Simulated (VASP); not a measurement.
# Ba2BiSb2: Sb into a neighbouring Sb vacancy, part 2 of 4

Wanted: the minimum-energy path in Ba2BiSb2 for this move: Sb into a neighbouring Sb vacancy. The start is a cell from a database of measured crystal structures.

VASP 6.6.1; LDA; plane waves and PAW (Bi, Ba_sv, Sb).

So far. Step 2 (Relax the host): The run ended after 8 ionic steps, 0.070 eV below its first step, once forces and stress met EDIFFG = -0.02.

### 3. Relax the start

System of this step: Ba8Bi4Sb7. The cell holds 19 atoms: 4 Bi, 8 Ba and 7 Sb. Cell: a = 9.891 Å, b = 8.821 Å, c = 13.253 Å, α = 106.6°, β = 138.3°, γ = 90.0°. It derives from Ba2BiSb2. Nearest the centre at fractional (0.500, 0.000, 0.500): Sb17 at 1.52 Å, Ba7 at 3.22 Å, Ba6 at 3.22 Å, Ba9 at 3.25 Å, Ba12 at 3.25 Å, Bi1 at 4.39 Å, Bi4 at 4.41 Å, Ba5 at 4.64 Å.

A path needs two true minima; the start is relaxed with symmetry off.

Contents of INCAR:

```
SYSTEM = Ba8Bi4Sb7
PREC = Normal
ENCUT = 280
EDIFF = 1E-05
NELM = 120
ISMEAR = 1
SIGMA = 0.15
LREAL = Auto
ALGO = Fast
GGA = CA
NBANDS = 86
LORBIT = 11
LWAVE = .FALSE.
LCHARG = .FALSE.
KPAR = 3
LASPH = .TRUE.
IBRION = 2
NSW = 60
ISIF = 2
EDIFFG = -0.05
POTIM = 0.4
MAXMIX = 40
ISYM = 0
```

Contents of POSCAR:

```
Ba8Bi4Sb7
1.0
    0.0000000000      0.0000000000      9.8907943628
    4.7160678658     -7.4546261792      0.0000000000
    4.7160678658      7.4546261792     -9.8907943628
Bi Ba Sb
4 8 7
Direct
    0.0025031101     -0.0003693784      0.0018349391
   -0.0006461336     -0.0039777169      0.4984512603
    0.5003781743      0.4980818985     -0.0003590211
    0.5017673073      0.5005855547      0.5006618086
    0.5272449724      0.2486569504      0.2482198796
    0.5307316911      0.2512165146      0.7513230850
    0.0280134647      0.7486870433      0.2479970228
    0.0331871863      0.7476796882      0.7511515292
    0.4613638265      0.7467852372      0.2417172078
    0.4698308393      0.7488181918      0.7493913742
    0.9722354425      0.2559824066      0.2529989686
    0.9765398245      0.2534639954      0.7551990335
    0.3960340751      0.1021247434      0.8956954476
    0.8961993447      0.6028814240      0.3975808853
    0.8973773525      0.6021184131      0.8975760625
    0.6002302762      0.8991508868      0.1012540396
    0.6041070656      0.8990596954      0.6034582839
    0.0992363765      0.3962797026      0.1002503294
    0.1032794006      0.4022980902      0.6014302727
```

Contents of KPOINTS:

```
Automatic mesh
0
Gamma
3 3 3
0 0 0
```

The projector-augmented-wave data sets are Bi, Ba_sv and Sb (LDA family, release 64).

The run is started by

```console
> mpirun -np 3 vasp_std
```

The log of the run:

```text
[banner, memory and clock lines left out]
running    3 mpi-ranks, on    1 nodes
 distrk:  each k-point on    1 cores,    3 groups
 distr:  one band on    1 cores,    1 groups

 POSCAR found type information on POSCAR BiBaSb
 POSCAR found :  3 types and      19 ions
 LDA part: xc-table for (Slater(with rela. corr.)+CA(PZ))
 , standard interpolation
 POSCAR, INCAR and KPOINTS ok, starting setup
 FFT: planning ... GRIDC
 FFT: planning ... GRID_SOFT
 FFT: planning ... GRID
 WAVECAR not read
 entering main loop
       N       E                     dE             d eps       ncg     rms          rms(c)
DAV:   1     0.744984851968E+03    0.74498E+03   -0.36903E+04  2416   0.796E+02
DAV:   2    -0.646366392689E+01   -0.75145E+03   -0.73271E+03  3026   0.209E+02
DAV:   3    -0.841196042311E+02   -0.77656E+02   -0.76790E+02  3128   0.691E+01
DAV:   4    -0.873502739456E+02   -0.32307E+01   -0.32208E+01  3592   0.136E+01
DAV:   5    -0.874520169553E+02   -0.10174E+00   -0.10170E+00  3280   0.237E+00    0.123E+01
RMM:   6    -0.863371138338E+02    0.11149E+01   -0.14636E+00  2416   0.209E+00    0.720E+00
RMM:   7    -0.861298614643E+02    0.20725E+00   -0.13751E+00  2656   0.216E+00    0.155E+00
RMM:   8    -0.861240252060E+02    0.58363E-02   -0.28166E-01  3284   0.110E+00    0.472E-01
RMM:   9    -0.861271772153E+02   -0.31520E-02   -0.55766E-02  3997   0.441E-01    0.335E-01
RMM:  10    -0.861272387243E+02   -0.61509E-04   -0.11059E-02  3456   0.207E-01    0.102E-01
RMM:  11    -0.861272971295E+02   -0.58405E-04   -0.43585E-03  4064   0.117E-01    0.357E-02
RMM:  12    -0.861274466724E+02   -0.14954E-03   -0.16428E-03  3936   0.671E-02    0.248E-02
RMM:  13    -0.861275015209E+02   -0.54849E-04   -0.58188E-04  3515   0.415E-02    0.143E-02
RMM:  14    -0.861275210687E+02   -0.19548E-04   -0.24599E-04  3303   0.280E-02    0.598E-03
RMM:  15    -0.861275316428E+02   -0.10574E-04   -0.12531E-04  2818   0.187E-02    0.320E-03
RMM:  16    -0.861275355588E+02   -0.39160E-05   -0.47479E-05  2296   0.129E-02
   1 F= -.86127536E+02 E0= -.86121821E+02  d E =-.861275E+02
 curvature:   0.00 expect dE= 0.000E+00 dE for cont linesearch  0.000E+00
 trial: gam= 0.00000 g(F)=  0.123E-01 g(S)=  0.000E+00 ort = 0.000E+00 (trialstep = 0.100E+01)
 search vector abs. value=  0.123E-01
 bond charge predicted
       N       E                     dE             d eps       ncg     rms          rms(c)
DAV:   1    -0.861374669256E+02   -0.99353E-02   -0.38666E-01  2904   0.157E+00    0.148E-01
RMM:   2    -0.861385769691E+02   -0.11100E-02   -0.15556E-02  2448   0.339E-01    0.538E-02
RMM:   3    -0.861387446395E+02   -0.16767E-03   -0.28831E-03  3462   0.131E-01    0.280E-02
RMM:   4    -0.861387586364E+02   -0.13997E-04   -0.43212E-04  3993   0.491E-02    0.167E-02
RMM:   5    -0.861387700088E+02   -0.11372E-04   -0.16193E-04  3644   0.251E-02    0.404E-03
RMM:   6    -0.861387726099E+02   -0.26011E-05   -0.47363E-05  2043   0.139E-02
   2 F= -.86138773E+02 E0= -.86133167E+02  d E =-.112371E-01
[...]
WARNING in EDDRMM: call to ZHEGV failed, returncode =   6  3     38
[...]
WARNING in EDDRMM: call to ZHEGV failed, returncode =   6  3     68
[... from here on, the cycles between the ionic steps are left out ...]
   3 F= -.86160596E+02 E0= -.86155332E+02  d E =-.330607E-01
[...]
WARNING in EDDRMM: call to ZHEGV failed, returncode =   6  3     38
   4 F= -.86152323E+02 E0= -.86147888E+02  d E =-.247876E-01
   5 F= -.86165802E+02 E0= -.86160828E+02  d E =-.382669E-01
   6 F= -.86170475E+02 E0= -.86165579E+02  d E =-.467303E-02
[...]
WARNING in EDDRMM: call to ZHEGV failed, returncode =   8  4     52
   7 F= -.86178534E+02 E0= -.86173734E+02  d E =-.127312E-01
   8 F= -.86178791E+02 E0= -.86173923E+02  d E =-.129888E-01
   9 F= -.86183233E+02 E0= -.86178934E+02  d E =-.444187E-02
 trial-energy change:   -0.004442  1 .order   -0.004542   -0.005863   -0.003220
 step:   8.5288(harm=  8.5288)  dis= 0.02444  next Energy=   -86.185295 (dE=-0.650E-02)
 bond charge predicted
       N       E                     dE             d eps       ncg     rms          rms(c)
DAV:   1    -0.861801628280E+02    0.30666E-02   -0.15464E+00  2438   0.315E+00    0.279E-01
RMM:   2    -0.861838727953E+02   -0.37100E-02   -0.53355E-02  2419   0.651E-01    0.784E-02
RMM:   3    -0.861846941870E+02   -0.82139E-03   -0.94626E-03  3501   0.242E-01    0.376E-02
RMM:   4    -0.861848134217E+02   -0.11923E-03   -0.14801E-03  4039   0.913E-02    0.240E-02
RMM:   5    -0.861848545217E+02   -0.41100E-04   -0.42029E-04  3736   0.442E-02    0.180E-02
RMM:   6    -0.861848708293E+02   -0.16308E-04   -0.19388E-04  2996   0.272E-02    0.144E-02
RMM:   7    -0.861848758568E+02   -0.50275E-05   -0.72425E-05  2459   0.171E-02
  10 F= -.86184876E+02 E0= -.86181095E+02  d E =-.608462E-02
 curvature:  -8.39 expect dE=-0.586E-02 dE for cont linesearch -0.625E-05
 trial: gam= 0.17848 g(F)=  0.698E-03 g(S)=  0.000E+00 ort =-0.473E-04 (trialstep = 0.478E+01)
 search vector abs. value=  0.777E-03
 reached required accuracy - stopping structural energy minimisation
```

Run time: 5.7 min. Hardware: 3 MPI ranks of Intel Xeon 6975P-C (Granite Rapids), shared host; peak memory 1.1 GiB.

Parts of OUTCAR (step 3):

```text
 Found     14 irreducible k-points:

   k-points           NKPTS =     14   k-points in BZ     NKDIM =     14   number of bands    NBANDS=     86

   dimension x,y,z NGX =    40 NGY =   36 NGZ =   54
   dimension x,y,z NGXF=    80 NGYF=   72 NGZF=  108

   ENCUT  =  280.0 eV  20.58 Ry    4.54 a.u.  13.49 12.04 18.08*2*pi/ulx,y,z

   NELECT =     135.0000    total number of electrons

 E-fermi :   4.4592

 k-point     1 :       0.0000    0.0000    0.0000
  band No.  band energies     occupation
    ...
     65       3.6130      2.00000
     66       3.9509      2.00002
     67       3.9750      2.00005
     68       4.4017      1.59890
     69       4.4905      0.65550
     70       4.5571      0.11581
     71       4.6771     -0.05942
     72       5.1071     -0.00000
     73       5.1816     -0.00000
     74       5.3897     -0.00000
    ...

 k-point     2 :       0.3333    0.0000   -0.0000
  band No.  band energies     occupation
    ...
     64       3.4495      2.00000
     65       3.6587      2.00000
     66       3.7546      2.00000
     67       3.9471      2.00002
     68       4.3662      1.85766
     69       4.5267      0.31699
     70       4.8826     -0.00049
     71       5.2710     -0.00000
     72       5.4363     -0.00000
     73       5.5724     -0.00000
    ...

  Total       -1.6551479     -1.7409833     -2.6818151      0.0953233      0.0195075     -0.0347599
  in kB       -3.8131185     -4.0108655     -6.1783474      0.2196051      0.0449413     -0.0800797
  external PRESSURE =      -4.6674438 kB  Pullay stress =       0.0000000 kB

  energy-cutoff  :      280.00
  volume of cell :      695.45
      direct lattice vectors                 reciprocal lattice vectors
     0.000000000  0.000000000  9.890794363     0.106020527  0.067072444  0.101104114
     4.716067866 -7.454626179  0.000000000     0.106020527 -0.067072444  0.000000000
     4.716067866  7.454626179 -9.890794363     0.106020527  0.067072444  0.000000000

 POSITION                                       TOTAL-FORCE (eV/Angst)
 -----------------------------------------------------------------------------------
      9.40741      0.01670      0.00463         0.010935     -0.021422     -0.011493
      2.36121      3.65996      4.95038        -0.016231      0.017227     -0.006714
      2.35545     -3.71835      4.94718         0.003187      0.034139      0.003810
      4.75865     -0.03351     -0.00260        -0.015647     -0.030598      0.019010
      2.36176     -0.00393      2.78950        -0.006528      0.039040     -0.012675
      4.74695      3.76521     -2.17534         0.013262     -0.015678     -0.015447
      4.67600     -3.69464     -2.16858        -0.020908     -0.028164     -0.018319
      7.07917     -0.00307     -7.14624        -0.009773     -0.027425      0.008326
      4.68070     -3.69050      2.18261        -0.016157     -0.019887     -0.012694
      7.06791     -0.00068     -2.74274         0.036200     -0.015859     -0.006925
      2.35150     -0.00237      7.10743         0.009065      0.042909      0.006783
      4.74883      3.76597      2.17626        -0.003886     -0.012940      0.014697
      4.71623      5.94478     -4.94569        -0.003602      0.021646      0.014453
      4.72230     -1.51065      4.95259        -0.016215      0.014058     -0.004318
      7.06529      2.20203      0.00622        -0.002001     -0.013939     -0.007485
      4.69915     -5.94584      4.94371        -0.008885     -0.017730      0.009015
      7.06567     -2.39220     -0.00716         0.011739      0.027603      0.025636
      2.34907     -2.12526      0.00399         0.010975      0.010955     -0.007424
      4.72816      1.50243     -4.94795         0.024470     -0.003936      0.001767
 -----------------------------------------------------------------------------------
    total drift:                                0.021627      0.006742     -0.016715

  FREE ENERGIE OF THE ION-ELECTRON SYSTEM (eV)
  ---------------------------------------------------
  free  energy   TOTEN  =       -86.1848758568 eV

  energy  without entropy=      -86.1735318106  energy(sigma->0) =      -86.18109451

 total charge
# of ion       s       p       d       tot
------------------------------------------
    1        1.730   1.989   0.054   3.773
    2        1.740   1.980   0.070   3.790
    3        1.741   1.990   0.073   3.803
    4        1.730   1.990   0.055   3.776
    5        2.012   5.576   0.356   7.945
    6        2.014   5.575   0.358   7.947
    7        2.014   5.575   0.357   7.947
    8        2.012   5.579   0.363   7.954
    9        2.014   5.575   0.357   7.947
   10        2.012   5.579   0.363   7.954
   11        2.012   5.576   0.356   7.944
   12        2.014   5.575   0.358   7.947
   13        1.175   1.298   0.021   2.494
   14        1.176   1.297   0.021   2.494
   15        1.167   1.310   0.019   2.496
   16        1.176   1.295   0.021   2.492
   17        1.168   1.301   0.011   2.480
   18        1.175   1.296   0.020   2.490
   19        1.176   1.295   0.022   2.492
--------------------------------------------------
tot         31.257  61.652   3.254  96.163

[... 1 part as in an earlier step ...]

[... 7 further parts left out ...]
```

Step by step:

```csv
step,energy less that of the first step (eV),largest force (eV/Å)
1,0.0000,0.2284
2,-0.0112,0.1956
3,-0.0331,0.1721
4,-0.0248,0.2035
5,-0.0383,0.1638
6,-0.0429,0.1395
7,-0.0510,0.0758
8,-0.0513,0.0708
9,-0.0557,0.0545
10,-0.0573,0.0444
```

The atoms that moved most (Å):

```csv
atom,dx,dy,dz,length
Sb17,-0.020,-0.189,-0.014,0.190
Bi2,0.029,-0.085,-0.004,0.090
Sb18,0.007,0.082,0.014,0.083
Ba9,0.019,0.075,0.010,0.078
Ba8,0.011,-0.029,-0.045,0.055
Ba11,-0.049,0.020,-0.006,0.053
Bi4,0.037,-0.034,-0.014,0.052
Ba7,-0.024,0.038,0.007,0.046
```

Final coordinates:

```xyz
19
Lattice="0.0000 0.0000 9.8908 4.7161 -7.4546 0.0000 4.7161 7.4546 -9.8908" Properties=species:S:1:pos:R:3 pbc="T T T"
Bi   -0.0247    0.0167    0.0046
Bi    2.3612    3.6600   -4.9404
Bi    2.3555   -3.7183    4.9472
Bi    4.7586   -0.0335   -0.0026
Ba    2.3618   -0.0039    2.7895
Ba    4.7469    3.7652   -2.1753
Ba    4.6760   -3.6946   -2.1686
Ba    7.0792   -0.0031   -7.1462
Ba    4.6807   -3.6905    2.1826
Ba    7.0679   -0.0007   -2.7427
Ba    2.3515   -0.0024    7.1074
Ba    4.7488    3.7660    2.1763
Sb    4.7162    5.9448   -4.9457
Sb    4.7223   -1.5106    4.9526
Sb    7.0653    2.2020    0.0062
Sb    4.6992   -5.9458    4.9437
Sb    7.0657   -2.3922   -0.0072
Sb    2.3491   -2.1253    0.0040
Sb    4.7282    1.5024   -4.9480
```

Numbers from this step:

```
electronic cycles       : 93
electrons               : 135
free energy (TOTEN)     : -86.1849 eV
energy at zero smearing : -86.1811 eV
Fermi energy            : 4.459 eV
```

The run ended after 10 ionic steps, 0.057 eV below its first step, once the forces on the free atoms met EDIFFG = -0.05.

[end of part 2 of 4]

[Lines on the potential files, build, host, timing and source positions are cut from VASP's logs without a mark.]

[Logs are printed without paths, hosts, clocks, repeated set-up lines and the standing remarks that a program may print on its own settings, such as how far it seeks lower states.]

[Hosts, paths, dates, database ids (printed as entryN), source tags and the programs' standing remarks are cut or masked in the printed files.]

[Runs that stopped without an error message from VASP are left out.]
